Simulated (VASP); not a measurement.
Consider the following.

```
AuCu
1.0
    2.86324     0.00000     0.00000
    0.00000     2.86324     0.00000
    0.00000     0.00000     3.56816
Cu Au
1 1
Direct
  0.00000   0.00000   0.00000
  0.50000   0.50000   0.50000
```

Calculation: optB86b-vdW, VASP's PBE PAW potentials (set 64) (plane waves; VASP 6.6.1). Numerical set-up: 520 eV cut-off, Gaussian smearing of 0.050 eV, potentials Cu Au.

Task: Give the energies of bands 1 to 14 at the high-symmetry points, in eV from the Fermi level.

Result: 
| band | Γ | X | M | Z | R | A |
|---|---|---|---|---|---|---|
| 1 | -9.75 | -6.71 | -7.05 | -7.74 | -6.93 | -6.46 |
| 2 | -6.51 | -5.36 | -5.74 | -6.18 | -6.57 | -5.76 |
| 3 | -6.38 | -5.36 | -5.74 | -5.73 | -4.63 | -5.76 |
| 4 | -4.15 | -4.61 | -5.73 | -3.86 | -4.30 | -3.52 |
| 5 | -4.15 | -4.17 | -1.90 | -3.86 | -3.85 | -3.26 |
| 6 | -3.24 | -3.38 | -1.87 | -3.41 | -2.67 | -3.26 |
| 7 | -2.77 | -3.02 | -1.81 | -3.23 | -2.03 | -3.12 |
| 8 | -2.14 | -3.02 | -1.78 | -2.92 | -1.86 | -2.18 |
| 9 | -1.76 | -2.51 | -1.40 | -2.45 | -1.61 | -1.89 |
| 10 | -1.54 | -2.30 | -1.40 | -2.45 | -1.56 | -1.78 |
| 11 | -1.54 | -1.07 | 0.38 | -2.29 | -1.00 | 5.00 |
| 12 | 2.82 | -0.49 | 0.38 | -2.11 | -1.00 | 5.45 |
| 13 | 8.82 | 9.99 | 4.53 | 14.03 | 2.49 | 5.45 |
| 14 | 9.31 | 10.00 | 6.42 | 14.19 | 4.43 | 5.59 |

It has no gap at this level: it comes out as a metal or semimetal.

The compound is CuAu in the L1_0 structure. It was relaxed first.
